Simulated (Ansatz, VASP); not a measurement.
# Cross-check of CdSiBi2 (chalcopyrite type (invented)) between VASP and Ansatz, part 2 of 2

One calculation is typed for both programs; each brings its own data sets. How far apart do they land? The cell is generated by rule, not measured, and may not be a known phase. The cell is taken from a series of runs on this material, whose earlier steps may have relaxed, scaled, displaced or heated it; both programs get it as it stands.

VASP 6.6.1 and Ansatz 0.2.0.

So far: The structure; VASP: relaxation of cell and atoms, PBEsol.

## (3) Ansatz: relaxation of cell and atoms, PBEsol

Level of this step: Ansatz beside VASP: Kohn-Sham DFT, plane waves, PBEsol (Ansatz).

Ansatz runs on its default PAW (the set named soft_2) files.

The same cell, functional, mesh and smearing now go to Ansatz, which takes its cutoff from its data sets.

File input.yaml:

```yaml
crystal:
  lattice:
    - [-3.21584, 3.21584, 6.43168]
    - [3.21584, -3.21584, 6.43168]
    - [3.21584, 3.21584, -6.43168]
  atoms:
    - { symbol: Cd, position: [0.0, 0.0, 0.0] }
    - { symbol: Cd, position: [0.75, 0.25, 0.5] }
    - { symbol: Si, position: [0.5, 0.5, 0.0] }
    - { symbol: Si, position: [0.25, 0.75, 0.5] }
    - { symbol: Bi, position: [0.375, 0.875, 0.0] }
    - { symbol: Bi, position: [0.875, 0.375, 0.0] }
    - { symbol: Bi, position: [0.125, 0.125, 0.5] }
    - { symbol: Bi, position: [0.625, 0.625, 0.5] }
kpoints:
  mp_grid: { grid: [4, 4, 4] }
hamiltonian:
  xc: pbesol
scf:
  occupations: { method: gaussian, width: 0.1 }
output:
  forces: true
  stress: true
  eigenvalues: true
relax:
  adjacent_minimum: "off"
  f_tol: 0.05
  max_steps: 80
  cell: { stress_tol: 0.5 }
```

Run with:

```console
$ ansatz run input.yaml --threads 4 --pin off --max-ram 9216MiB --backend cpu --events-out ev --progress --plain --runs-dir out
```

Numbers of over 12 decimals in the logs are rounded to 6 here.

Output:

```text
The last accepted step is kept in <dir> (removed where the run ends without a failure and the disk answers)
Engine: ansatz 0.2.0, x86_64-unknown-linux-gnu
Pseudopotentials: kind: paw
Pseudopotential: Cd, paw, valence charge 20, recommended cutoff 420 eV (normal), Cd.paw.azcp
Pseudopotential: Si, paw, valence charge 4, recommended cutoff 420 eV (normal), Si.paw.azcp
Pseudopotential: Bi, paw, valence charge 15, recommended cutoff 420 eV (normal), Bi.paw.azcp
Functional definition: PBEsol
  exchange = pbesol_x
  correlation = pbesol_c
Crystal: 8 atoms, lattice volume = 266.056 Å³
Basis set: ecut = 420 eV, 5221 PW (Γ), exchange–correlation on 108×108×108 points (8 copies of the dense FFT grid, shifted against one another)
Bands: 65, of which v1, the nominal top of the filled ones, is band 54 counted from 1 (53 counted from 0)
Symmetry: 8 space group operations
Space group: I-42d (ITA 122), of the structure as read, at distance tolerance 6.4e-5 Å
k-points: 13 of 64 (time reversal used)
Non-local potential: Cd, projectors of the file, l = 0: 3, l = 1: 2, l = 2: 2, l = 3: 1
Non-local potential: Si, projectors of the file, l = 0: 2, l = 1: 2, l = 2: 2
Non-local potential: Bi, projectors of the file, l = 0: 2, l = 1: 2, l = 2: 2, l = 3: 2
PAW form: soft (Blöchl's): semilocal exchange-correlation on the pseudo side does not see the compensation charge
PAW frozen core: Cd, regenerated for the run's functional, and the local potential with it (the file was generated under x = pbe(κ = 0.804, μ = 0.219515), c = pbe(β = 0.066725))
PAW frozen core: Si, regenerated for the run's functional, and the local potential with it (the file was generated under x = pbe(κ = 0.804, μ = 0.219515), c = pbe(β = 0.066725))
PAW frozen core: Bi, regenerated for the run's functional, and the local potential with it (the file was generated under x = pbe(κ = 0.804, μ = 0.219515), c = pbe(β = 0.066725))
PAW one-centre angular grid: Cd, 590 points (default); XC on 64 Gauss nodes
PAW one-centre angular grid: Si, 110 points (default); XC on 64 Gauss nodes
PAW one-centre angular grid: Bi, 590 points (default); XC on 64 Gauss nodes
Initial density: superposition of atomic densities (neutral atoms: chi_scale 0, normalization atom), corrected by the library's trained network
Initial wavefunctions: pseudopotential atomic-orbital guess
Functional: x = pbesol(κ = 0.804, μ = 0.123457), c = pbesol(β = 0.046)
SCF iter   1: F=—  HF=-66576.789868 eV  |F-HF|=—  |Δ(HF+E_count)|=         —  Δρ=3.17e-3  dr2=3.41e-2  ethr=1.77e-3  ⟨swp⟩=7.5  Hψ=3315  notcnv=0  defer=2
preconditioner: auto → Resta (q_TF=auto, 2.348 Å⁻¹)  ε∞=2.8  [insulator: Δε(μ)=0.187 eV  Ē_g=16.192 eV  σ=0.100 eV  W_gap=0.63  n_scr=60 (ndim 8)  ℏωp=21.8 eV  f_vac=0.091  D(μ)=1.11/eV (n_scr^D=0)  ε∞_Penn≈2.8]
SCF iter   2: F=—  HF=-66576.786293 eV  |F-HF|=—  |Δ(HF+E_count)|=   3.58e-3  Δρ=1.04e-3  dr2=5.16e-3  ethr=3.16e-5  ⟨swp⟩=2.0  Hψ=1308  notcnv=0  defer=2
SCF iter   3: F=—  HF=-66576.785944 eV  |F-HF|=—  |Δ(HF+E_count)|=   3.49e-4  Δρ=4.25e-4  dr2=9.70e-4  ethr=4.77e-6  ⟨swp⟩=2.2  Hψ=1153  notcnv=0  defer=2
SCF iter   4: F=—  HF=-66576.786099 eV  |F-HF|=—  |Δ(HF+E_count)|=   1.56e-4  Δρ=1.64e-4  dr2=1.36e-4  ethr=8.98e-7  ⟨swp⟩=2.0  Hψ=1060  notcnv=0  defer=2
SCF iter   5: F=—  HF=-66576.786172 eV  |F-HF|=—  |Δ(HF+E_count)|=   7.28e-5  Δρ=5.11e-5  dr2=1.11e-5  ethr=1.26e-7  ⟨swp⟩=2.0  Hψ=1038  notcnv=0  defer=2
SCF iter   6: F=—  HF=-66576.786168 eV  |F-HF|=—  |Δ(HF+E_count)|=   3.92e-6  Δρ=1.71e-5  dr2=8.30e-7  ethr=1.03e-8  ⟨swp⟩=2.0  Hψ=1123  notcnv=0  defer=2
SCF iter   7: F=-66576.786170 eV  HF=-66576.786170 eV  |F-HF|=5.52e-8  |Δ(HF+E_count)|=   1.60e-6  Δρ=2.82e-6  dr2=3.01e-8  ethr=9.26e-11  ⟨swp⟩=11.1  Hψ=4254  notcnv=0
SCF 1 converged in 7 iterations: F = -66576.786170 eV  dr2 = 3.01e-8
  greatest PAW one-centre occupation: 1.000 electrons in one spin orbital (limit 2), on the Cd atom at site 1 (counted from 0), in its partial waves of l = 0
relax step   1: F+E_penalty+E_count = -66576.78616993 eV  Δ(F+E_penalty+E_count) = +0.000e0 eV  max|allowed force component| = 1.028e0 eV/Å  Δτ_max = 0.0000 Å  P = -0.108 GPa  Ω = 266.056 Å³  (7 SCF iters, dr2 threshold 1.00e-7 eV, accepted)
[...]
relax step   3: F+E_penalty+E_count = -66577.11296660 eV  Δ(F+E_penalty+E_count) = -5.159e-2 eV  max|allowed force component| = 1.347e-2 eV/Å  Δτ_max = 0.0419 Å  P = -0.126 GPa  Ω = 265.216 Å³  energy of the carried Pulay correction = +1.301e-4 eV  (5 SCF iters, dr2 threshold 8.00e-7 eV, accepted)
[...]
relax step   4: F+E_penalty+E_count = -66577.11285084 eV  Δ(F+E_penalty+E_count) = +1.158e-4 eV  max|allowed force component| = 1.357e-2 eV/Å  Δτ_max = 0.0000 Å  P = -0.127 GPa  Ω = 265.216 Å³  stress off target by 4.53e-1 GPa  SCF on the basis re-selected at this cell (its energy is not comparable with the rows above)  (4 SCF iters)
basis re-selected at this cell: Δ(F+E_penalty+E_count) = +1.158e-4 eV, ΔP = -0.001 GPa vs the last step (what re-selecting the basis moved, of the pressure what is left beyond the Pulay correction that the steps carried, after the strain that the cell walked since its last selection, with what the two solves' SCF thresholds leave and, on support functions, any second-order correction that the steps lacked; it is no m [...]
SCF converged after 4 iterations
Free energy (F): -66577.112851 eV
Harris-Foulkes:  -66577.112851 eV  (|F-HF|=1.17e-7)
Internal energy: -66577.107863 eV  (E = F + TS)
E sigma→0 (E₀):  -66577.110357 eV
Entropy (-TS):   -0.004987 eV (-0.623 meV/atom)
Fermi energy:    7.705870 eV
--- Per-component energies (eV) ---
  E_band       = -1578.451998
  E_kinetic    = 2300.348744
  E_local      = -15863.306411  (includes V_loc(G=0)·N_el)
  E_nonlocal   = 2365.837287
  E_hartree    = 6478.906096
  E_xc         = -1056.254927
  E_vxc        = -1106.272314  (∫ρ·V_xc dr)
  E_paw        = -51064.104927  (= ΣΔE_a)
  E_vpaw       = -2232.867240  (= ΣTr[D̂ρ^β])
  E_aug_tail   = -0.001795  (compensation charges beyond the density's cutoff)
  E_ewald      = -9739.637980
  E_core_change = 1.106050  (= ΣΔE_core)
  E_smearing   = -0.004987  (= −TS)
  E_closure    = 0.000000  (closes the sum)
  Σ components = -66577.112851   (vs F -66577.112851, Δ=0.00e0)
--- Forces (eV/Å), atoms counted from 1 ---
  atom   1  Cd    -0.00000000     0.00000000    -0.00000000
  atom   2  Cd    -0.00000000     0.00000000     0.00000000
  atom   3  Si     0.00000000     0.00000000    -0.00000000
  atom   4  Si    -0.00000000    -0.00000000    -0.00000000
  atom   5  Bi     0.01356931    -0.00000000     0.00000000
  atom   6  Bi    -0.01356931    -0.00000000    -0.00000000
  atom   7  Bi     0.00000000    -0.01356931     0.00000000
  atom   8  Bi     0.00000000     0.01356931    -0.00000000
  max |Σ_I F_I| component: 6.16e-17 eV/Å
--- Stress (GPa, compression-positive) ---
        0.036486       0.000000       0.000000
       -0.000000       0.036486       0.000000
        0.000000       0.000000      -0.452717
  P = ⅓ Tr σ = -0.1266 GPa (-1.266 kbar)
--- Band table (eV; the first three rows and the last of 13) ---
  k-point 0: bands = [... 50 lower, 5.7745, 6.5580, 7.7213, 7.7213, 7.8461, 8.6051, 8.9464, 9.6367, ... 7 higher]
  k-point 1: bands = [... 50 lower, 6.0221, 6.3714, 6.6873, 7.5074, 8.6936, 8.8783, 9.3241, 9.7300, ... 7 higher]
  k-point 2: bands = [... 50 lower, 6.7388, 6.7388, 7.1818, 7.1818, 7.7447, 7.7447, 9.3461, 9.3461, ... 7 higher]
  k-point 12: bands = [... 50 lower, 6.0337, 6.0337, 6.8293, 6.8293, 8.6923, 8.6923, 8.7881, 8.7881, ... 7 higher]
--- Relaxed structure (3 steps of the walk, 3 accepted, 1 SCFs on fresh bases) ---
  F+E_penalty+E_count = -66577.11285084 eV   max|allowed force component| = 1.357e-2 eV/Å   (the final SCF, on the basis selected at the relaxed cell)
  cell:  # Å, volume = 265.2160 Å³
    - [-3.242146, 3.242146, 6.307753]
    - [3.242146, -3.242146, 6.307753]
    - [3.242146, 3.242146, -6.307753]
  atoms:
    - { symbol: Cd, position: [-5.394309032715577e-19, 0, -5.394309032715579e-19] }
    - { symbol: Cd, position: [0.750000, 0.250000, 0.500000] }
    - { symbol: Si, position: [0.500000, 0.500000, -5.394309032715582e-19] }
    - { symbol: Si, position: [0.250000, 0.750000, 0.500000] }
    - { symbol: Bi, position: [0.375000, 0.851201, -0.023799] }
    - { symbol: Bi, position: [0.875000, 0.398799, 0.023799] }
    - { symbol: Bi, position: [0.148799, 0.125000, 0.523799] }
    - { symbol: Bi, position: [0.601201, 0.625000, 0.476201] }
```

The column dr2 measures how far the density is from self-consistency, as an energy; F and HF (Harris–Foulkes) agree once it is small.

## (4) Comparison

Known differences besides the potentials themselves: the data sets hold 108 valence electrons in Ansatz (on its default PAW (the set named soft_2) files) and 92 in VASP; the cutoff is 420 eV in Ansatz and 500 eV in VASP; Ansatz makes its cores anew for this functional, VASP keeps those of its PBE data sets; Ansatz adds a Pulay correction to the stress that steers its cell, VASP none. Total energies have different zeros and are not compared.

Compared:

```
                                         quantity  Ansatz    VASP  difference
                                      volume (Å³)  265.22  264.25     +0.37 %
edge a after relaxation, in the typed setting (Å)   7.798   7.726     +0.93 %
```

Our record labels this cell a metal in Ansatz alone; each run is judged by its own test, so with a small gap or wide smearing the label says little about the levels.

## (5) What came out

```json
{
  "difference in edge a after relaxation, in the typed setting (relaxation of cell and atoms, PBEsol)": "0.93 %"
}
```

In words: The difference in edge a after relaxation, in the typed setting is 0.93 % (relaxation of cell and atoms, PBEsol), within the 1.2 % picked in this series as the mark of a large difference, as far as the stopping tolerances let one tell. The data sets hold unlike numbers of valence electrons (108 in Ansatz and 92 in VASP), so part of the differences comes from the potentials. How closely two codes agree says nothing of how well the functional describes the real material.

[Lines on the potential files, build, host, timing and source positions are cut from VASP's logs without a mark.]

[Logs are printed without paths, hosts, clocks, repeated set-up lines and the standing remarks that a program may print on its own settings, such as how far it seeks lower states.]

[Hosts, paths, dates, database ids (printed as entryN), source tags and the programs' standing remarks are cut or masked in the printed files.]
